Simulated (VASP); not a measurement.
```
SnTe
1.0
    0.00000     3.22905     3.22905
    3.22905     0.00000     3.22905
    3.22905     3.22905     0.00000
Sn Te
1 1
Direct
  0.00000   0.00000   0.00000
  0.50000   0.50000   0.50000
```

Method: revPBE GGA, VASP's PBE PAW potentials (set 64) (plane waves; VASP). Numerical set-up: 520 eV cut-off, 8×8×8 Γ-centred mesh, tetrahedra with Blöchl corrections, potentials Sn_d Te.

Unless said otherwise, spin-orbit coupling is left out, though it shifts the bands of the heavy elements here.

### Question
Estimate the energy per atom (σ→0), band gap (on the k-mesh) with the smallest direct gap where there is one.

### Answer

```
Item                                         Result
-----------------------------------  --------------
band gap (on the k-mesh)                    0.13 eV
smallest direct gap (on the k-mesh)         0.13 eV
energy per atom (σ→0)                -3.481 eV/atom
```

Total energies compare only between runs with the same potentials, cut-off and functional.

The compound is SnTe in the rock salt structure, which distorts at low temperature. It was relaxed first, which changed the volume by +7 %.
